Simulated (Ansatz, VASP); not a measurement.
# Cross-check of HCl (HCl molecule) between VASP and Ansatz

Aim: how closely do two programs agree when they are given the same cell, functional and k mesh? The structure shown is the start of the Ansatz relaxation below; VASP solves that cell, so the two are compared at the walk's first step.

Main program and level: Ansatz 0.2.0; plane waves, with VASP 6.6.1 beside it; single point at HSE06.

### Step 1. The starting structure

The cell holds 2 atoms: 1 Cl and 1 H. Its edges and angles: a = 11.000 Å, b = 11.500 Å, c = 12.000 Å, α = 90.0°, β = 90.0°, γ = 90.0°. Vacuum lies along a, b and c.

### Step 2. Ansatz: relaxation, HSE06

Ansatz runs on its PAW soft_1 files.

The two programs are compared at the cell with which this relaxation starts, whose forces are those of its first step.

Contents of input.yaml:

```yaml
crystal:
  lattice:
    - [11.0, 0.0, 0.0]
    - [0.0, 11.5, 0.0]
    - [0.0, 0.0, 12.0]
  atoms:
    - { symbol: Cl, position: [0.5, 0.5, 0.553332] }
    - { symbol: H, position: [0.5, 0.5, 0.446668] }
basis:
  ecutwfc: 420
  xc_grid: 2
hamiltonian:
  xc: hse06
  pseudopotentials: { kind: paw, azcp: { folder: soft_1 } }
kpoints:
  mp_grid: { grid: [1, 1, 1] }
scf:
  occupations: { method: fixed }
  max_iter: 150
output:
  forces: true
relax:
  f_tol: 0.01
  max_steps: 60
checkpoint:
  write: "../hse06.run"
  compress: false
  write_wavefunctions: false
  write_every: 100000
```

The run is started by

```sh
> ansatz run input.yaml --threads 4 --pin off --max-ram 15073MiB --backend cpu --events-out ev --progress --plain --runs-dir out
```

Numbers of over 12 decimals in the logs are rounded to 6 here.

Output:

```text
exact exchange: scf.exx.singularity resolves to wigner_seitz, which cuts the screened interaction at the faces of the exchange supercell's Wigner-Seitz cell, so that each pair interacts once, at the shortest of its separations (the periodic images that this leaves out come, for a point-like exchange hole, to about 0.002 eV on a filled level). The cut falls within the interaction's reach, and what an exchange supercel [...]
Engine: ansatz 0.2.0, aarch64-unknown-linux-gnu
Pseudopotentials: kind: paw
Pseudopotential: Cl, paw, valence charge 7, recommended cutoff 420 eV (normal), soft_1/Cl.paw.azcp
Pseudopotential: H, paw, valence charge 1, recommended cutoff 420 eV (normal), soft_1/H.paw.azcp
Functional definition: HSE06
  parameter a = 0.25
  parameter omega = 0.11/bohr
  exchange = pbe_x - a*pbe_x_sr(omega) + a*exact_x_sr(omega)
  correlation = pbe_c
davidson cushion auto → on  (no smearing: the cushion is to keep the highest requested band from converging to the state above it; pin scf.eigensolver.cushion to override)
Crystal: 2 atoms, lattice volume = 1518.000 Å³
Basis set: ecut = 420 eV, 29699 PW (Γ), exchange–correlation on 150×160×162 points (8 copies of the dense FFT grid, shifted against one another)
Bands: 8, of which v1, the nominal top of the filled ones, is band 4 counted from 1 (3 counted from 0)
Symmetry: 4 space group operations
Space group: Pmm2 (ITA 25), of the structure as read, at distance tolerance 1.1e-4 Å
k-points: 1
Non-local potential: Cl, projectors of the file, l = 0: 2, l = 1: 2, l = 2: 1
Non-local potential: H, projectors of the file, l = 0: 2, l = 1: 1
PAW form: soft (Blöchl's): semilocal exchange-correlation on the pseudo side does not see the compensation charge
PAW frozen core: Cl, regenerated for the run's functional, and the local potential with it (the file was generated under x = pbe(κ = 0.804, μ = 0.219515), c = pbe(β = 0.066725))
PAW one-centre angular grid: Cl, 110 points (default); XC on 64 Gauss nodes
PAW one-centre angular grid: H, 110 points (default); XC on 64 Gauss nodes
Initial density: superposition of atomic densities (neutral atoms: chi_scale 0, normalization atom)
Initial wavefunctions: pseudopotential atomic-orbital guess
Functional: x = pbe(κ = 0.804, μ = 0.219515), c = pbe(β = 0.066725), warm-up for x = pbe(κ = 0.804, μ = 0.219515) + 0.25 (exact − pbe) at short range (hse, ω = 0.207870 Å⁻¹), c = pbe(β = 0.066725); HSE06 as pw.x's `hse` composes it (authors' and Libxc's form: `xc: wpbeh`)
iter 1 solved again at ethr=7.89e-3 eV; its pass at ethr=1.00e-1 eV (dr2=6.31e-1 eV) is discarded
SCF iter   1: F=—  HF=-1096.420641 eV  |F-HF|=—  |Δ(HF+E_count)|=         —  Δρ=6.84e-3  dr2=6.27e-1  ethr=7.89e-3  ⟨swp⟩=10.0  Hψ=70  notcnv=0
preconditioner: auto → none  [insulator: Δε(μ)=7.568 eV  Ē_g=10.220 eV  n_scr=30 (ndim 8)  ℏωp=2.3 eV  f_vac=0.916]
SCF iter   2: F=—  HF=-1096.245592 eV  |F-HF|=—  |Δ(HF+E_count)|=   1.75e-1  Δρ=3.13e-3  dr2=8.19e-2  ethr=7.84e-3  ⟨swp⟩=2.0  Hψ=20  notcnv=0
iter 3 solved again at ethr=9.14e-5 eV; its pass at ethr=1.02e-3 eV (dr2=7.31e-3 eV) is discarded
SCF iter   3: F=—  HF=-1096.233784 eV  |F-HF|=—  |Δ(HF+E_count)|=   1.18e-2  Δρ=7.13e-4  dr2=7.74e-3  ethr=9.14e-5  ⟨swp⟩=3.0  Hψ=60  notcnv=0  defer=3
SCF iter   4: F=—  HF=-1096.232155 eV  |F-HF|=—  |Δ(HF+E_count)|=   1.63e-3  Δρ=1.96e-4  dr2=5.39e-4  ethr=9.14e-5  ⟨swp⟩=4.0  Hψ=28  notcnv=0  defer=2
SCF iter   5: F=—  HF=-1096.232039 eV  |F-HF|=—  |Δ(HF+E_count)|=   1.16e-4  Δρ=4.08e-5  dr2=1.47e-5  ethr=6.74e-6  ⟨swp⟩=4.0  Hψ=29  notcnv=0  defer=2
SCF iter   6: F=—  HF=-1096.232040 eV  |F-HF|=—  |Δ(HF+E_count)|=   1.34e-6  Δρ=1.56e-5  dr2=3.50e-6  ethr=1.84e-7  ⟨swp⟩=6.0  Hψ=37  notcnv=0  defer=2
SCF iter   7: F=—  HF=-1096.232039 eV  |F-HF|=—  |Δ(HF+E_count)|=   1.19e-6  Δρ=3.86e-6  dr2=1.72e-7  ethr=4.37e-8  ⟨swp⟩=5.0  Hψ=31  notcnv=0  defer=2
[...]
hybrid outer 1: dexx = +9.038e-4 eV, tail = 1.18e-6 eV
Exchange kernel: α = 0.2500, screened, ω = 0.2079 Å⁻¹, Wigner–Seitz truncation, v(0) = 963.9577 eV·Å³, q-mesh 1×1×1, nearest image of the exchange supercell L = 11.00 Å, pair-density grid 45×45×50, without the augmentation charges, whose exchange is taken in its separable form (sized by the pseudopotential files, 75×80×81 at the most)
Frozen-core exchange: fock
SCF iter   1: F=—  HF=-1096.942124 eV  |F-HF|=—  |Δ(HF+E_count)|=         —  Δρ=2.03e-6  dr2=2.81e-8  ethr=7.36e-8  ⟨swp⟩=3.0  Hψ=21  notcnv=0
preconditioner: auto → none  [insulator: Δε(μ)=8.264 eV  Ē_g=10.557 eV  n_scr=30 (ndim 8)  ℏωp=2.3 eV  f_vac=0.928]
SCF iter   2: F=—  HF=-1096.942124 eV  |F-HF|=—  |Δ(HF+E_count)|=   1.06e-8  Δρ=7.76e-7  dr2=4.82e-9  ethr=2.54e-10  ⟨swp⟩=5.0  Hψ=36  notcnv=0  defer=3
SCF iter   3: F=-1096.942124 eV  HF=-1096.942124 eV  |F-HF|=5.08e-10  |Δ(HF+E_count)|=   9.10e-9  Δρ=3.07e-7  dr2=9.50e-10  ethr=4.73e-11  ⟨swp⟩=4.0  Hψ=30  notcnv=0  defer=3
SCF 3 converged in 3 iterations: F = -1096.942124 eV  dr2 = 9.50e-10
  Residual-converged pass: ⟨swp⟩=3.0  Hψ=20  notcnv=0  max |occ|·‖R‖ = 7.5e-7 eV (tolerance 8.9e-7 eV)  dr2=9.26e-10  dr2_onsite=1.60e-11  max |Δocc| = 0.0e0
hybrid outer 2: dexx = +1.278e-8 eV, tail = 2.03e-9 eV, Δε = 5.95e-4 eV (about 3.14e-5 eV left of the loop's levels), ΔF = 2.09e-3 eV/Å (tail 3.10e-4)
relax step   1: F+E_penalty+E_count = -1096.94212354 eV  Δ(F+E_penalty+E_count) = +0.000e0 eV  max|allowed force component| = 7.252e-2 eV/Å  Δτ_max = 0.0000 Å  (16 SCF iters, accepted)
[...]
relax step   2: F+E_penalty+E_count = -1096.94219179 eV  Δ(F+E_penalty+E_count) = -6.825e-5 eV  max|allowed force component| = 2.926e-2 eV/Å  Δτ_max = 0.0007 Å  (7 SCF iters, dr2 threshold 3.29e-7 eV, accepted)
[...]
relax step   3: F+E_penalty+E_count = -1096.94220557 eV  Δ(F+E_penalty+E_count) = -1.378e-5 eV  max|allowed force component| = 7.659e-4 eV/Å  Δτ_max = 0.0004 Å  (8 SCF iters, accepted)
hybrid SCF converged: 2 outer / 8 inner (+0 warm-up), last move |dexx| = 6.79e-9 eV, tail = 1.88e-9 eV
Stability not checked: this state was not tested for a lower state beside it, because the functional holds exact exchange (a hybrid, or Hartree-Fock), whose exchange loop this test does not read (fock_operator; see scf.lower_state_search)
Free energy (F): -1096.942206 eV
Frozen-core exchange: fock
Harris-Foulkes:  -1096.942206 eV  (|F-HF|=6.87e-10)
Internal energy: -1096.942206 eV  (E = F + TS)
E sigma→0 (E₀):  -1096.942206 eV
Fermi energy:    -8.923185 eV
--- Per-component energies (eV) ---
  E_band       = -107.636350
  E_kinetic    = 164.737136
  E_local      = -803.655166  (includes V_loc(G=0)·N_el)
  E_nonlocal   = 31.900542
  E_hartree    = 320.426601
  E_xc         = -92.700810
  E_vxc        = -101.134198  (∫ρ·V_xc dr)
  E_exx        = -16.934716  (= α·E_x^exact, valence–valence)
  E_paw        = -666.139174  (= ΣΔE_a)
  E_vpaw       = -6.467538  (= ΣTr[D̂ρ^β])
  E_aug_tail   = -0.000801  (compensation charges beyond the density's cutoff)
  E_ewald      = -34.464668
  E_core_change = -0.111150  (= ΣΔE_core)
  E_smearing   = -0.000000  (= −TS)
  E_closure    = 0.000000  (closes the sum)
  Σ components = -1096.942206   (vs F -1096.942206, Δ=0.00e0)
--- Forces (eV/Å), atoms counted from 1 ---
  atom   1  Cl     0.00000000     0.00000000    -0.00071459
  atom   2  H      0.00000000     0.00000000     0.00081715
  max |Σ_I F_I| component: 1.03e-4 eV/Å
--- Band table (eV) ---
  k-point 0: bands = ["-23.2292", "-12.7426", "-8.9232", "-8.9232", "-0.6505", "0.3209"]
  guard bands above this table: 2 of the run's 8 bands. The solve was not asked for them (output.publish_guard_bands: true or output.eigenvalues: true publishes all)
--- Relaxed structure (3 steps of the walk, 3 accepted, 0 SCFs on fresh bases) ---
  F+E_penalty+E_count = -1096.94220557 eV   max|allowed force component| = 7.659e-4 eV/Å
  atoms:
    - { symbol: Cl, position: [0.5, 0.5, 0.553239] }
    - { symbol: H, position: [0.5, 0.5, 0.446761] }
```

Reading the cycles: dr2 is the Hartree energy of the density residual (eV), the measure of convergence; HF is the Harris–Foulkes estimate of the energy, which meets the free energy F at convergence.

### Step 3. VASP: single point, HSE06, start cell

The same cell, functional and mesh now go to VASP, with its own data sets.

Lines of VASP's logs that name or quote its potential files are left out, and so is its time.

The run reads the wave functions of an earlier VASP run, which isn't shown here.

Contents of INCAR:

```
SYSTEM = HCl
PREC = Accurate
ENCUT = 910
EDIFF = 1E-06
NELM = 100
ISMEAR = 0
SIGMA = 0.01
LREAL = .FALSE.
ALGO = Normal
LHFCALC = .TRUE.
AEXX = 0.25
GGA = PE
HFSCREEN = 0.208
LASPH = .TRUE.
NBANDS = 10
PRECFOCK = Fast
LORBIT = 11
LWAVE = .FALSE.
LCHARG = .FALSE.
ISIF = 2
```

Contents of POSCAR:

```
HCl
1.0
   11.0000000000      0.0000000000      0.0000000000
    0.0000000000     11.5000000000      0.0000000000
    0.0000000000      0.0000000000     12.0000000000
Cl H
1 1
Direct
    0.5000000000      0.5000000000      0.5533320000
    0.5000000000      0.5000000000      0.4466680000
```

Contents of KPOINTS:

```
Automatic mesh
0
Gamma
1 1 1
0 0 0
```

The projector-augmented-wave data sets are Cl_h and H_h (PBE family, release 64).

The run is started by

```sh
> export OMP_NUM_THREADS=3
> mpirun -np 1 vasp_gam
```

Output:

```text
[banner, memory and clock lines left out]
running    1 mpi-ranks, on    1 nodes
 distrk:  each k-point on    1 cores,    1 groups
 distr:  one band on    1 cores,    1 groups
 Offloading initialized ...    1 GPUs detected
 POSCAR found type information on POSCAR ClH
 POSCAR found :  2 types and       2 ions
 LDA part: xc-table for (Slater+PW92), standard interpolation
 found WAVECAR, reading the header
 POSCAR, INCAR and KPOINTS ok, starting setup
 FFT: planning ... GRIDC
 FFT: planning ... GRID_SOFT
 FFT: planning ... GRID
 reading WAVECAR
 the WAVECAR file was read successfully
 initial charge from wavefunction
 entering main loop
       N       E                     dE             d eps       ncg     rms          rms(c)
DAV:   1    -0.744842051132E+01   -0.74484E+01   -0.12658E-01    28   0.300E+00    0.143E+00
DAV:   2    -0.744895825639E+01   -0.53775E-03   -0.23389E-03    28   0.299E-01    0.892E-01
DAV:   3    -0.744861283104E+01    0.34543E-03   -0.10571E-04    28   0.671E-02    0.529E-01
DAV:   4    -0.744847089968E+01    0.14193E-03   -0.68429E-05    28   0.516E-02    0.300E-01
DAV:   5    -0.744841919756E+01    0.51702E-04   -0.21348E-05    20   0.303E-02    0.171E-01
DAV:   6    -0.744840322937E+01    0.15968E-04   -0.64356E-06    20   0.161E-02    0.975E-02
DAV:   7    -0.744840112502E+01    0.21044E-05   -0.22941E-06    20   0.935E-03    0.559E-02
DAV:   8    -0.744840460760E+01   -0.34826E-05   -0.10975E-06    20   0.615E-03    0.318E-02
DAV:   9    -0.744841075166E+01   -0.61441E-05   -0.56690E-07    20   0.413E-03    0.179E-02
DAV:  10    -0.744841798018E+01   -0.72285E-05   -0.31966E-07    20   0.288E-03    0.101E-02
DAV:  11    -0.744842554453E+01   -0.75643E-05   -0.19313E-07    20   0.211E-03    0.567E-03
DAV:  12    -0.744843302535E+01   -0.74808E-05   -0.12314E-07    20   0.159E-03    0.322E-03
DAV:  13    -0.744844017136E+01   -0.71460E-05   -0.82949E-08    20   0.123E-03    0.193E-03
DAV:  14    -0.744844684604E+01   -0.66747E-05   -0.60165E-08    28   0.996E-04    0.126E-03
[...]
DAV:  26    -0.744849404216E+01   -0.21784E-05   -0.59492E-09    20   0.343E-04    0.222E-04
DAV:  27    -0.744849599816E+01   -0.19560E-05   -0.51142E-09    20   0.326E-04    0.200E-04
DAV:  28    -0.744849775640E+01   -0.17582E-05   -0.44368E-09    20   0.315E-04    0.180E-04
DAV:  29    -0.744849933250E+01   -0.15761E-05   -0.38112E-09    20   0.306E-04    0.163E-04
DAV:  30    -0.744850074339E+01   -0.14109E-05   -0.32599E-09    20   0.296E-04    0.147E-04
DAV:  31    -0.744850200100E+01   -0.12576E-05   -0.27715E-09    20   0.282E-04    0.133E-04
DAV:  32    -0.744850311806E+01   -0.11171E-05   -0.23590E-09    20   0.260E-04    0.121E-04
DAV:  33    -0.744850410816E+01   -0.99010E-06   -0.19883E-09    20   0.227E-04
   1 F= -.74485041E+01 E0= -.74485041E+01  d E =-.397669E-41
```

From OUTCAR (step 3):

```text
ion  position               nearest neighbor table
   1  0.500  0.500  0.553-   2 1.28
   2  0.500  0.500  0.447-   1 1.28

  LATTYP: Found a simple orthorhombic cell.
 ALAT       =    11.0000000000
 B/A-ratio  =     1.0454545455
 C/A-ratio  =     1.0909090909

 Subroutine GETGRP returns: Found  4 space group operations
 (whereof  4 operations were pure point group operations)

The static configuration has the point symmetry C_2v.

 Found      1 irreducible k-points:

   k-points           NKPTS =      1   k-points in BZ     NKDIM =      1   number of bands    NBANDS=     10

   dimension x,y,z NGX =   108 NGY =  120 NGZ =  120
   dimension x,y,z NGXF=   216 NGYF=  240 NGZF=  240

   ENCUT  =  910.0 eV  66.88 Ry    8.18 a.u.  27.06 28.29 29.52*2*pi/ulx,y,z

   NELECT =       8.0000    total number of electrons

 k-points in reciprocal lattice and weights: Automatic mesh
   0.00000000  0.00000000  0.00000000       1.000

  exchange ACFDT corr.  =         0.00000000  see jH, gK, PRB 81, 115126

 average (electrostatic) potential at core
       1-150.8290       2 -43.3910

 E-fermi :  -8.8476

 k-point     1 :       0.0000    0.0000    0.0000
  band No.  band energies     occupation
      1     -23.2282      2.00000
      2     -12.7515      2.00000
      3      -8.9430      2.00000
      4      -8.9429      2.00000
      5      -0.6631      0.00000
      6       0.2861      0.00000
      7       0.8338      0.00000
      8       0.9032      0.00000
      9       0.9472      0.00000
    ...

  Total       -0.0146032     -0.0144311     -0.1729529      0.0000000      0.0000000      0.0000000
  in kB       -0.0154129     -0.0152313     -0.1825437      0.0000000      0.0000000      0.0000000
  external PRESSURE =      -0.0710626 kB  Pullay stress =       0.0000000 kB

  energy-cutoff  :      910.00
  volume of cell :     1518.00
      direct lattice vectors                 reciprocal lattice vectors
    11.000000000  0.000000000  0.000000000     0.090909091  0.000000000  0.000000000
     0.000000000 11.500000000  0.000000000     0.000000000  0.086956522  0.000000000
     0.000000000  0.000000000 12.000000000     0.000000000  0.000000000  0.083333333

 POSITION                                       TOTAL-FORCE (eV/Angst)
 -----------------------------------------------------------------------------------
      5.50000      5.75000      6.63998         0.000000      0.000000     -0.118509
      5.50000      5.75000      5.36002         0.000000      0.000000      0.118509
 -----------------------------------------------------------------------------------
    total drift:                                0.000000     -0.000000      0.000129

  FREE ENERGIE OF THE ION-ELECTRON SYSTEM (eV)
  ---------------------------------------------------
  free  energy   TOTEN  =        -7.4485041082 eV

  energy  without entropy=       -7.4485041082  energy(sigma->0) =       -7.44850411

 total charge
# of ion       s       p       d       tot
------------------------------------------
    1        1.123   2.228   0.000   3.351
    2        0.305   0.014   0.000   0.319
--------------------------------------------------
tot          1.428   2.242   0.000   3.670
```

The run ends at a pressure of -0.01 GPa, with forces up to 0.12 eV/Å.

### Step 4. Differences

Known differences besides the potentials themselves: exact exchange at q = 0 is treated differently, which shows on coarse meshes; VASP keeps PBE cores, Ansatz makes them for the functional; fixed occupations in Ansatz, narrow Gaussian smearing in VASP; the cutoff is 420 eV in Ansatz and 910 eV in VASP; VASP takes a coarser grid for exact exchange (PRECFOCK = Fast). Total energies have different zeros and are not compared.

Forces (eV/Å; atoms numbered as in POSCAR):

```
atom        Ansatz x, y, z          VASP x, y, z
 Cl1  0.000, 0.000, -0.073  0.000, 0.000, -0.119
  H2   0.000, 0.000, 0.073   0.000, 0.000, 0.119
```

The forces differ by 27 meV/Å r.m.s., which is 38.8 % of the r.m.s. force of 0.068 eV/Å (both taken over all components).

### Step 5. What came out

| Property | Result |
| --- | --- |
| r.m.s. force difference (single point, HSE06, start cell) | 27 meV/Å |

What this shows: The r.m.s. force difference is 27 meV/Å (single point, HSE06, start cell), beyond the 12 meV/Å picked in this series as the mark of a large difference. What causes the difference of the single point, HSE06, start cell pair stays open here. 1 further run of this series is not shown here. How closely two codes agree says nothing of how well the functional describes the real material.

[Lines on the potential files, build, host, timing and source positions are cut from VASP's logs without a mark.]

[Logs are printed without paths, hosts, clocks, repeated set-up lines and the standing remarks that a program may print on its own settings, such as how far it seeks lower states.]

[Hosts, paths, dates, database ids (printed as entryN), source tags and the programs' standing remarks are cut or masked in the printed files.]
